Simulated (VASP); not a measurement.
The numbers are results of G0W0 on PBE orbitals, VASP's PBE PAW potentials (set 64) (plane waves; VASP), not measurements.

The input files of a VASP run:

POSCAR:
```
SrTe
4.7093310
  0.0000000000   0.7071068056   0.7071068056
  0.7071068056   0.0000000000   0.7071068056
  0.7071068056   0.7071068056   0.0000000000
Sr Te
1 1
direct
  0.0000000000   0.0000000000   0.0000000000
  0.5000000000   0.5000000000   0.5000000000
```

**INCAR**
```
# general
SYSTEM     =SrTe
PREC       =Normal
ENCUT      =500
LREAL      =.FALSE.
LASPH      =.TRUE.
NBANDS     =64

# electronic loop
ALGO       =EVGW0

# smearing
ISMEAR     =0
SIGMA      =0.01

# functional
GGA        =PE

# output
LWAVE      =.FALSE.
LCHARG     =.FALSE.

# other
NELMGW     =1
NOMEGA     =64
ENCUTGW    =150
NBANDSGW   =16
LSPECTRALGW=.TRUE.
```

File KPOINTS:
```
Automatic
0
Gamma
 4 4 4
```

POTCAR, in this order: Sr_sv_GW Te_GW (PBE.64 set). Program: vasp_std. Read from the step before: WAVECAR, WAVEDER.

The run wrote:

### OSZICAR
```
energies w=
    0.000    0.000    0.747    0.000    1.493    0.000    2.235    0.000
    2.972    0.000    3.703    0.000    4.427    0.000    5.142    0.000
    5.848    0.000    6.545    0.000    7.232    0.000    7.910    0.000
    8.579    0.000    9.238    0.000    9.890    0.000   10.533    0.000
   11.170    0.000   11.801    0.000   12.428    0.000   13.051    0.000
   13.671    0.000   14.291    0.000   14.910    0.000   15.532    0.000
   16.156    0.000   16.786    0.000   17.422    0.000   18.066    0.000
   18.721    0.000   19.388    0.000   20.070    0.000   20.769    0.000
   21.488    0.000   22.230    0.000   22.998    0.000   23.797    0.000
   24.630    0.000   25.501    0.000   26.419    0.000   27.386    0.000
   28.412    0.000   29.504    0.000   30.673    0.000   31.930    0.000
   33.290    0.000   34.767    0.000   36.384    0.000   38.163    0.000
   40.136    0.000   42.339    0.000   44.821    0.000   47.641    0.000
   50.878    0.000   54.636    0.000   59.055    0.000   64.331    0.000
   70.740    0.000   78.689    0.000   88.806    0.000  102.105    0.000
  120.346    0.000  146.870    0.000  188.888    0.000  265.380    0.000
NQ=   1    0.0000    0.0000    0.0000,
 performed         73000 updates of chi_q(r,r)
NQ=   2    0.2500    0.0000    0.0000,
 performed        220000 updates of chi_q(r,r)
NQ=   3    0.5000    0.0000    0.0000,
 performed        330000 updates of chi_q(r,r)
NQ=   4    0.2500    0.2500    0.0000,
 performed        463000 updates of chi_q(r,r)
NQ=   5    0.5000    0.2500    0.0000,
 performed        643000 updates of chi_q(r,r)
NQ=   6   -0.2500    0.2500    0.0000,
 performed        802000 updates of chi_q(r,r)
NQ=   7    0.5000    0.5000    0.0000,
 performed        904000 updates of chi_q(r,r)
NQ=   8   -0.2500    0.5000    0.2500,
 performed       1039000 updates of chi_q(r,r)
 resolving degeneracies of screened two electron integrals
```

File OUTCAR:
```


 k-point   1 :       0.0000    0.0000    0.0000
  band No.  KS-energies  QP-energies   sigma(KS)   V_xc(KS)     V^pw_x(r,r')   Z            occupation Imag(sigma)

      1     -31.0773     -31.7820     -18.7086     -17.4729     -28.9610       0.5703       2.0000       0.9042
      2     -13.0654     -14.4938     -18.5349     -16.5728     -23.0222       0.7280       2.0000       0.2737
      3     -13.0654     -14.4938     -18.5349     -16.5728     -23.0222       0.7280       2.0000       0.2737
      4     -13.0654     -14.4938     -18.5349     -16.5728     -23.0222       0.7280       2.0000       0.2737
      5      -6.4045      -6.9732     -11.7503     -10.9357     -17.1672       0.6982       2.0000       1.2142
      6       3.5649       3.0564     -11.2694     -10.6063     -12.7741       0.7668       2.0000       0.1038
      7       3.5649       3.0564     -11.2694     -10.6063     -12.7741       0.7668       2.0000       0.1038
      8       3.5649       3.0564     -11.2694     -10.6063     -12.7741       0.7668       2.0000       0.1038
      9       6.4214       7.0060      -7.2928      -8.0339      -3.9832       0.7890       0.0000      -0.1190
     10       6.8465       7.5991      -7.9183      -8.8927      -4.3390       0.7724       0.0000      -0.1390
     11       6.8465       7.5991      -7.9183      -8.8927      -4.3390       0.7724       0.0000      -0.1390
     12       6.8465       7.5991      -7.9183      -8.8927      -4.3390       0.7724       0.0000      -0.1390
     13       7.4964       8.5008      -8.9500     -10.2483      -5.5252       0.7736       0.0000      -0.1298
     14       7.4964       8.5008      -8.9500     -10.2483      -5.5252       0.7736       0.0000      -0.1298
     15      11.0213      11.1098      -5.8774      -5.9916      -1.5464       0.7749       0.0000      -0.3725
     16      15.4535      16.0795      -7.6933      -8.5008      -2.7647       0.7752       0.0000      -0.6921

 k-point   2 :       0.2500    0.0000    0.0000
  band No.  KS-energies  QP-energies   sigma(KS)   V_xc(KS)     V^pw_x(r,r')   Z            occupation Imag(sigma)

      1     -31.0751     -31.7810     -18.7104     -17.4761     -28.9627       0.5719       2.0000       0.9057
      2     -13.1309     -14.5324     -18.3916     -16.4410     -22.9485       0.7185       2.0000       0.3203
      3     -13.0682     -14.4932     -18.5272     -16.5677     -23.0150       0.7273       2.0000       0.2707
      4     -13.0682     -14.4932     -18.5272     -16.5677     -23.0150       0.7273       2.0000       0.2707
      5      -6.1013      -6.6375     -11.9958     -11.2376     -17.2687       0.7072       2.0000       1.1460
      6       1.8267       1.1872     -10.3532      -9.4994     -12.1531       0.7489       2.0000       0.1475
      7       2.9161       2.3938     -10.9840     -10.2969     -12.5693       0.7602       2.0000       0.1153
      8       2.9161       2.3938     -10.9840     -10.2969     -12.5693       0.7602       2.0000       0.1153
      9       6.7943       7.3684      -7.4268      -8.1643      -3.9639       0.7783       0.0000      -0.1339
     10       7.5836       8.4235      -8.1741      -9.2691      -4.4119       0.7670       0.0000      -0.1557
     11       7.5836       8.4235      -8.1741      -9.2691      -4.4119       0.7670       0.0000      -0.1557
     12       8.7319       9.4639      -8.2739      -9.2332      -4.6104       0.7629       0.0000      -0.1730
     13       8.9447       9.9832      -9.2507     -10.6141      -5.5703       0.7617       0.0000      -0.1626
     14       8.9447       9.9832      -9.2507     -10.6141      -5.5703       0.7617       0.0000      -0.1626
     15      11.8896      12.6623      -8.0439      -9.0724      -3.5823       0.7513       0.0000      -0.3520
     16      13.0179      13.8912      -8.5877      -9.7535      -4.0292       0.7490       0.0000      -0.4242

 k-point   3 :       0.5000    0.0000    0.0000
  band No.  KS-energies  QP-energies   sigma(KS)   V_xc(KS)     V^pw_x(r,r')   Z            occupation Imag(sigma)

      1     -31.0729     -31.7795     -18.7121     -17.4793     -28.9643       0.5731       2.0000       0.9073
      2     -13.1939     -14.5822     -18.2608     -16.3206     -22.8822       0.7156       2.0000       0.3646
      3     -13.0710     -14.4907     -18.5191     -16.5626     -23.0076       0.7256       2.0000       0.2676
      4     -13.0710     -14.4907     -18.5191     -16.5626     -23.0076       0.7256       2.0000       0.2676
      5      -5.7626      -6.2531     -12.2733     -11.5957     -17.3951       0.7240       2.0000       1.0691
      6       0.7290      -0.0218     -10.0566      -9.0308     -12.3233       0.7319       2.0000       0.2140
      7       2.4627       1.9087     -10.8812     -10.1447     -12.6179       0.7523       2.0000       0.1302
      8       2.4627       1.9087     -10.8812     -10.1447     -12.6179       0.7523       2.0000       0.1302
      9       7.4328       7.7808      -6.9290      -7.3745      -3.5923       0.7810       0.0000      -0.1356
     10       8.7422       9.7120      -8.6048      -9.8977      -4.4157       0.7501       0.0000      -0.2030
     11       8.9223      10.0513      -8.9447     -10.4552      -4.6715       0.7475       0.0000      -0.2076
     12       8.9223      10.0513      -8.9447     -10.4552      -4.6715       0.7475       0.0000      -0.2076
     13      10.2470      10.7354      -7.5618      -8.2010      -3.7399       0.7640       0.0000      -0.2120
     14      10.2470      10.7354      -7.5618      -8.2010      -3.7399       0.7640       0.0000      -0.2120
     15      11.4522      12.8936     -10.4739     -12.4492      -6.1009       0.7297       0.0000      -0.2789
     16      11.4522      12.8936     -10.4739     -12.4492      -6.1009       0.7297       0.0000      -0.2789

 k-point   4 :       0.2500    0.2500    0.0000
  band No.  KS-energies  QP-energies   sigma(KS)   V_xc(KS)     V^pw_x(r,r')   Z            occupation Imag(sigma)

      1     -31.0743     -31.7815     -18.7111     -17.4771     -28.9632       0.5731       2.0000       0.9067
      2     -13.1178     -14.5213     -18.4191     -16.4663     -22.9587       0.7187       2.0000       0.3032
      3     -13.0827     -14.5090     -18.5115     -16.5430     -23.0059       0.7246       2.0000       0.2799
      4     -13.0827     -14.5090     -18.5115     -16.5430     -23.0059       0.7246       2.0000       0.2799
      5      -6.0882      -6.6129     -11.9727     -11.2316     -17.2545       0.7079       2.0000       1.1469
      6       1.7283       1.0806     -10.4747      -9.6058     -12.3971       0.7453       2.0000       0.1566
      7       3.0669       2.5054     -11.0372     -10.3015     -12.6276       0.7632       2.0000       0.1120
      8       3.0669       2.5054     -11.0372     -10.3015     -12.6276       0.7632       2.0000       0.1120
      9       5.8840       6.4414      -7.4321      -8.1454      -4.0925       0.7814       0.0000      -0.1237
     10       7.4550       8.2145      -8.0087      -8.9845      -4.5357       0.7784       0.0000      -0.1322
     11       7.8983       8.9754      -9.1300     -10.5275      -5.5881       0.7707       0.0000      -0.1382
     12       8.6110       9.6005      -8.6783      -9.9885      -4.6785       0.7553       0.0000      -0.1867
     13       8.6110       9.6005      -8.6783      -9.9885      -4.6785       0.7553       0.0000      -0.1867
     14      10.7627      11.3382      -7.9428      -8.7036      -3.9234       0.7564       0.0000      -0.2649
     15      11.6956      12.9273      -9.8168     -11.4969      -5.3563       0.7331       0.0000      -0.2975
     16      12.9294      13.7095      -8.1444      -9.1733      -3.7232       0.7581       0.0000      -0.4015

 k-point   5 :       0.5000    0.2500    0.0000
  band No.  KS-energies  QP-energies   sigma(KS)   V_xc(KS)     V^pw_x(r,r')   Z            occupation Imag(sigma)

      1     -31.0721     -31.7861     -18.7130     -17.4803     -28.9647       0.5792       2.0000       0.9087
      2     -13.1587     -14.5661     -18.3578     -16.3944     -22.9249       0.7168       2.0000       0.3294
      3     -13.1004     -14.5219     -18.4798     -16.5096     -22.9841       0.7215       2.0000       0.2844
      4     -13.0857     -14.5085     -18.5039     -16.5375     -22.9993       0.7236       2.0000       0.2769
      5      -5.8592      -6.3459     -12.1165     -11.4406     -17.3101       0.7201       2.0000       1.0989
      6       1.3386       0.6182     -10.3239      -9.3531     -12.3958       0.7421       2.0000       0.1743
      7       2.2234       1.5942     -10.7012      -9.8661     -12.5051       0.7534       2.0000       0.1358
      8       2.6353       2.0593     -10.9685     -10.2067     -12.6874       0.7561       2.0000       0.1246
      9       6.4921       7.0752      -7.6318      -8.3811      -4.2154       0.7782       0.0000      -0.1313
     10       8.8463       9.7052      -8.3459      -9.4768      -4.3731       0.7595       0.0000      -0.1839
     11       9.0230       9.7594      -8.0522      -9.0173      -4.2561       0.7631       0.0000      -0.1778
     12       9.1281      10.2709      -9.2721     -10.7832      -5.3467       0.7563       0.0000      -0.1784
     13       9.3165      10.4436      -9.0514     -10.5576      -4.8704       0.7483       0.0000      -0.2105
     14       9.6355      10.6755      -8.9879     -10.3740      -4.8928       0.7503       0.0000      -0.2111
     15      11.4191      12.5242      -9.2902     -10.7753      -5.0422       0.7441       0.0000      -0.2882
     16      12.4226      13.1163      -8.0209      -8.9347      -3.7162       0.7592       0.0000      -0.3676

 k-point   6 :      -0.2500    0.2500    0.0000
  band No.  KS-energies  QP-energies   sigma(KS)   V_xc(KS)     V^pw_x(r,r')   Z            occupation Imag(sigma)

      1     -31.0729     -31.7820     -18.7123     -17.4792     -28.9642       0.5751       2.0000       0.9077
      2     -13.1540     -14.5511     -18.3428     -16.3971     -22.9221       0.7181       2.0000       0.3331
      3     -13.1042     -14.5268     -18.4807     -16.5042     -22.9849       0.7197       2.0000       0.2886
      4     -13.0712     -14.4896     -18.5194     -16.5621     -23.0086       0.7247       2.0000       0.2677
      5      -5.8688      -6.3637     -12.1495     -11.4577     -17.3324       0.7153       2.0000       1.0970
...
```
(Selected blocks of OUTCAR.)

The mesh is coarse and the basis finite, so the quasiparticle values are not converged.

The compound is SrTe in the rock salt structure. The cell was not relaxed at this level.
